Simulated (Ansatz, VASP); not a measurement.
**SnS2 (1T-SnS2 4 layers, AA) in two plane-wave programs**

Wanted: the spread between two codes on one cell, functional and k mesh. The cell is taken from a series of runs on this material, whose earlier steps may have relaxed, scaled, displaced or heated it; both programs get it as it stands.

Method: plane waves, with VASP 6.6.1 beside it; single point at PBEsol with D3(BJ), in Ansatz 0.2.0.

## 1. The starting structure

The cell holds 12 atoms: 8 S and 4 Sn. Its edges and angles: a = 3.624 Å, b = 3.624 Å, c = 37.688 Å, α = 90.0°, β = 90.0°, γ = 120.0°. Vacuum lies along c.

Coordinates:

```xyz
12
Lattice="3.6241 0.0000 0.0000 -1.8121 3.1386 0.0000 0.0000 0.0000 37.6880" Properties=species:S:1:pos:R:3
S     1.8121    1.0462    9.0000
S     0.0000    2.0924   11.9543
S     1.8121    1.0462   14.5780
S     0.0000    2.0924   17.5277
S     1.8121    1.0462   20.1603
S     0.0000    2.0924   23.1100
S     1.8121    1.0462   25.7337
S     0.0000    2.0924   28.6880
Sn    0.0000    0.0000   10.4777
Sn    0.0000    0.0000   16.0530
Sn    0.0000    0.0000   21.6351
Sn    0.0000    0.0000   27.2103
```

## 2. VASP: single point, PBEsol with D3(BJ)

With cell and atoms fixed, the geometry can't cause a difference; cores, projectors, grids and the points listed under the comparison can.

Lines of VASP's logs that name or quote its potential files are left out, and so is its time.

INCAR

```
SYSTEM = SnS2
PREC = Accurate
ENCUT = 400
EDIFF = 1E-06
NELM = 120
ISMEAR = -1
SIGMA = 0.02585
LREAL = .FALSE.
ALGO = Normal
GGA = PS
IVDW = 12
NBANDS = 64
LORBIT = 11
LWAVE = .FALSE.
LCHARG = .FALSE.
ISIF = 2
LDIPOL = .TRUE.
IDIPOL = 3
DIPOL = 0.5 0.5 0.5
LVHAR = .TRUE.
LASPH = .TRUE.
GGA_COMPAT = .FALSE.
EFERMI = MIDGAP
NELMDL = -8
KPAR = 2
```

POSCAR

```
SnS2
1.0
    3.6241024595      0.0000000000      0.0000000000
   -1.8120512297      3.1385647958      0.0000000000
    0.0000000000      0.0000000000     37.6880243986
S Sn
8 4
Direct
    0.6666666667      0.3333333333      0.2388026474
    0.3333333333      0.6666666667      0.3171915584
    0.6666666667      0.3333333333      0.3868085451
    0.3333333333      0.6666666667      0.4650742699
    0.6666666667      0.3333333333      0.5349257301
    0.3333333333      0.6666666667      0.6131914549
    0.6666666667      0.3333333333      0.6828084416
    0.3333333333      0.6666666667      0.7611973526
    0.0000000000      0.0000000000      0.2780118141
    0.0000000000      0.0000000000      0.4259432977
    0.0000000000      0.0000000000      0.5740567023
    0.0000000000      0.0000000000      0.7219881859
```

KPOINTS

```
Automatic mesh
0
Gamma
18 18 1
0 0 0
```

Potentials, in the order of the species: S and Sn_d (PBE family, release 64).

Run with:

```sh
$ mpirun -np 2 vasp_std
```

Numbers of over 12 decimals in the logs are rounded to 6 here.

What it wrote:

```text
[banner, memory and clock lines left out]
running    2 mpi-ranks, on    1 nodes
 distrk:  each k-point on    1 cores,    2 groups
 distr:  one band on    1 cores,    1 groups

 POSCAR found type information on POSCAR S Sn
 POSCAR found :  2 types and      12 ions
|                                                                             |
|               ----> ADVICE to this user running VASP <----                  |
|                                                                             |
|     You enforced a specific xc type in the INCAR file but a different       |
|     [... a line on the potential file left out ...]
|     I HOPE YOU KNOW WHAT YOU ARE DOING!                                     |
|                                                                             |

 LDA part: xc-table for (Slater+PW92), standard interpolation
 POSCAR, INCAR and KPOINTS ok, starting setup
 FFT: planning ... GRIDC
 FFT: planning ... GRID_SOFT
 FFT: planning ... GRID
 WAVECAR not read
 entering main loop
       N       E                     dE             d eps       ncg     rms          rms(c)
DAV:   1     0.103242700628E+04    0.10324E+04   -0.40882E+04  5048   0.146E+03
DAV:   2     0.110599349177E+03   -0.92183E+03   -0.89461E+03  5336   0.387E+02
DAV:   3    -0.481398440524E+02   -0.15874E+03   -0.15496E+03  5608   0.180E+02
DAV:   4    -0.583065933282E+02   -0.10167E+02   -0.10074E+02  5736   0.483E+01
DAV:   5    -0.587318313647E+02   -0.42524E+00   -0.42447E+00  6752   0.940E+00
DAV:   6    -0.587444088178E+02   -0.12577E-01   -0.12574E-01  6832   0.148E+00
DAV:   7    -0.587448029780E+02   -0.39416E-03   -0.39412E-03  7128   0.242E-01
DAV:   8    -0.587448091227E+02   -0.61447E-05   -0.61442E-05  6976   0.335E-02    0.179E+01
DAV:   9    -0.570792087605E+02    0.16656E+01   -0.32512E+00  6544   0.129E+01    0.121E+01
DAV:  10    -0.570087378191E+02    0.70471E-01   -0.19512E+00  6256   0.604E+00    0.185E+00
DAV:  11    -0.569335670884E+02    0.75171E-01   -0.40856E-01  6384   0.400E+00    0.152E+00
DAV:  12    -0.569349362639E+02   -0.13692E-02   -0.25310E-02  5632   0.567E-01    0.497E-01
DAV:  13    -0.569347498362E+02    0.18643E-03   -0.33864E-03  6632   0.402E-01    0.356E-01
DAV:  14    -0.569347247274E+02    0.25109E-04   -0.85464E-04  6128   0.130E-01    0.102E-01
[...]
DAV:  19    -0.569348336947E+02   -0.43546E-04   -0.19625E-06  4024   0.398E-03    0.407E-03
DAV:  20    -0.569348921816E+02   -0.58487E-04   -0.38841E-06  4280   0.406E-03    0.423E-03
DAV:  21    -0.569349033822E+02   -0.11201E-04   -0.36782E-07  3400   0.209E-03    0.207E-03
DAV:  22    -0.569349240398E+02   -0.20658E-04   -0.11126E-06  3864   0.283E-03    0.155E-03
DAV:  23    -0.569349279689E+02   -0.39291E-05   -0.22119E-07  3392   0.117E-03    0.146E-03
DAV:  24    -0.569349300870E+02   -0.21181E-05   -0.49374E-08  3296   0.871E-04    0.572E-04
DAV:  25    -0.569349323863E+02   -0.22993E-05   -0.93731E-08  3352   0.812E-04    0.441E-04
DAV:  26    -0.569349330545E+02   -0.66821E-06   -0.21496E-08  3288   0.522E-04
   1 F= -.60215012E+02 E0= -.60215012E+02  d E =-.644000E-11
```

OUTCAR, selected parts (step 2):

```text
ion  position               nearest neighbor table
   1  0.667  0.333  0.239-   9 2.56   9 2.56   9 2.56
   2  0.333  0.667  0.317-   9 2.56   9 2.56   9 2.56
   3  0.667  0.333  0.387-  10 2.56  10 2.56  10 2.56
   4  0.333  0.667  0.465-  10 2.56  10 2.56  10 2.56
   5  0.667  0.333  0.535-  11 2.56  11 2.56  11 2.56
   6  0.333  0.667  0.613-  11 2.56  11 2.56  11 2.56
   7  0.667  0.333  0.683-  12 2.56  12 2.56  12 2.56
   8  0.333  0.667  0.761-  12 2.56  12 2.56  12 2.56
   9  0.000  0.000  0.278-   2 2.56   2 2.56   2 2.56   1 2.56   1 2.56   1 2.56
  10  0.000  0.000  0.426-   4 2.56   4 2.56   4 2.56   3 2.56   3 2.56   3 2.56
  11  0.000  0.000  0.574-   5 2.56   5 2.56   5 2.56   6 2.56   6 2.56   6 2.56
  12  0.000  0.000  0.722-   7 2.56   7 2.56   7 2.56   8 2.56   8 2.56   8 2.56

  LATTYP: Found a hexagonal cell.
 ALAT       =     3.6241024595
 C/A-ratio  =    10.3992712181

 Subroutine GETGRP returns: Found 12 space group operations
 (whereof 12 operations were pure point group operations)

The static configuration has the point symmetry D_3d.

 Found     37 irreducible k-points:

   k-points           NKPTS =     37   k-points in BZ     NKDIM =     37   number of bands    NBANDS=     64

   dimension x,y,z NGX =    24 NGY =   24 NGZ =  250
   dimension x,y,z NGXF=    48 NGYF=   48 NGZF=  500

   ENCUT  =  400.0 eV  29.40 Ry    5.42 a.u.   5.91  5.91 61.46*2*pi/ulx,y,z

   NELECT =     104.0000    total number of electrons

 k-points in reciprocal lattice and weights: Automatic mesh
   0.00000000  0.00000000  0.00000000       0.003
   0.05555556 -0.00000000  0.00000000       0.019
   0.11111111 -0.00000000  0.00000000       0.019
   0.16666667  0.00000000  0.00000000       0.019
   0.22222222  0.00000000  0.00000000       0.019
   0.27777778  0.00000000  0.00000000       0.019
   0.33333333 -0.00000000  0.00000000       0.019
   0.38888889 -0.00000000  0.00000000       0.019
   0.44444444  0.00000000  0.00000000       0.019
[...]
0.33333333  0.27777778  0.00000000       0.037
   0.33333333  0.33333333  0.00000000       0.006

 dipolmoment           0.000000      0.000000      0.000000 electrons x Angstroem

 average (electrostatic) potential at core
       1 -89.9243       2 -89.9768       3 -89.9885       4 -89.9869       5 -89.9869
       6 -89.9885       7 -89.9768       8 -89.9243       9-105.6570      10-105.6612
      11-105.6612      12-105.6570

 E-fermi :   1.2903

 k-point     1 :       0.0000    0.0000    0.0000
  band No.  band energies     occupation
    ...
     48       0.3182      2.00000
     49       0.3182      2.00000
     50       0.3566      2.00000
     51       0.3566      2.00000
     52       0.5226      2.00000
     53       2.5870      0.00000
     54       2.9701      0.00000
     55       3.4269      0.00000
     56       3.7712      0.00000
     57       4.0902      0.00000
    ...

 k-point     2 :       0.0556   -0.0000    0.0000
  band No.  band energies     occupation
    ...
     48       0.2307      2.00000
     49       0.2756      2.00000
     50       0.3598      2.00000
     51       0.4021      2.00000
     52       0.5866      2.00000
     53       2.8216      0.00000
     54       3.1264      0.00000
     55       3.4918      0.00000
     56       3.7468      0.00000
     57       4.2911      0.00000
    ...

 k-point     3 :       0.1111   -0.0000    0.0000
  band No.  band energies     occupation
    ...
     48       0.2067      2.00000
     49       0.3067      2.00000
     50       0.4086      2.00000
     51       0.4638      2.00000
     52       0.6430      2.00000
     53       3.2544      0.00000
     54       3.3703      0.00000
     55       3.5131      0.00000
     56       3.6441      0.00000
     57       4.7135      0.00000
    ...

 Edisp (eV)   -3.28008

  Total      -0.12307    -0.12307    -0.07369    -0.00000     0.00000     0.00000
  in kB      -0.45997    -0.45997    -0.27542    -0.00000     0.00000     0.00000
  external pressure =       -0.40 kB  Pullay stress =        0.00 kB

  energy-cutoff  :      400.00
  volume of cell :      428.68
      direct lattice vectors                 reciprocal lattice vectors
     3.624102459  0.000000000  0.000000000     0.275930389  0.159308484  0.000000000
    -1.812051230  3.138564796  0.000000000     0.000000000  0.318616968  0.000000000
     0.000000000  0.000000000 37.688024399     0.000000000  0.000000000  0.026533627

 POSITION                                       TOTAL-FORCE (eV/Angst)
 -----------------------------------------------------------------------------------
      1.81205      1.04619      9.00000        -0.000000      0.000000     -0.001504
     -0.00000      2.09238     11.95432        -0.000000      0.000000     -0.002939
      1.81205      1.04619     14.57805         0.000000     -0.000000      0.003177
     -0.00000      2.09238     17.52773        -0.000000      0.000000     -0.001651
      1.81205      1.04619     20.16029        -0.000000     -0.000000      0.001651
     -0.00000      2.09238     23.10997         0.000000      0.000000     -0.003177
      1.81205      1.04619     25.73370        -0.000000     -0.000000      0.002939
     -0.00000      2.09238     28.68802         0.000000     -0.000000      0.001504
      0.00000      0.00000     10.47772         0.000000     -0.000000     -0.000791
      0.00000      0.00000     16.05296        -0.000000      0.000000      0.001151
      0.00000      0.00000     21.63506         0.000000     -0.000000     -0.001151
      0.00000      0.00000     27.21031        -0.000000      0.000000      0.000791
 -----------------------------------------------------------------------------------
    total drift:                                0.000000      0.000000      0.000000

  FREE ENERGIE OF THE ION-ELECTRON SYSTEM (eV)
  ---------------------------------------------------
  free  energy   TOTEN  =       -60.2150116668 eV

  energy  without entropy=      -60.2150116668  energy(sigma->0) =      -60.21501167

 vacuum level on the upper side and lower side of the slab         7.098         7.098

 total charge
# of ion       s       p       d       tot
------------------------------------------
    1        1.359   2.322   0.000   3.681
    2        1.363   2.316   0.000   3.679
    3        1.363   2.315   0.000   3.679
    4        1.363   2.316   0.000   3.679
    5        1.363   2.316   0.000   3.679
    6        1.363   2.315   0.000   3.679
    7        1.363   2.316   0.000   3.679
    8        1.359   2.322   0.000   3.681
    9        1.021   1.073  10.156  12.250
   10        1.025   1.076  10.156  12.257
   11        1.025   1.076  10.156  12.257
   12        1.021   1.073  10.156  12.250
--------------------------------------------------
tot         14.989  22.835  40.624  78.448

[... 3 further parts left out ...]
```

(Part 1 of 2 ends here.)

[Lines on the potential files, build, host, timing and source positions are cut from VASP's logs without a mark.]

[Logs are printed without paths, hosts, clocks, repeated set-up lines and the standing remarks that a program may print on its own settings, such as how far it seeks lower states.]

[Hosts, paths, dates, database ids (printed as entryN), source tags and the programs' standing remarks are cut or masked in the printed files.]
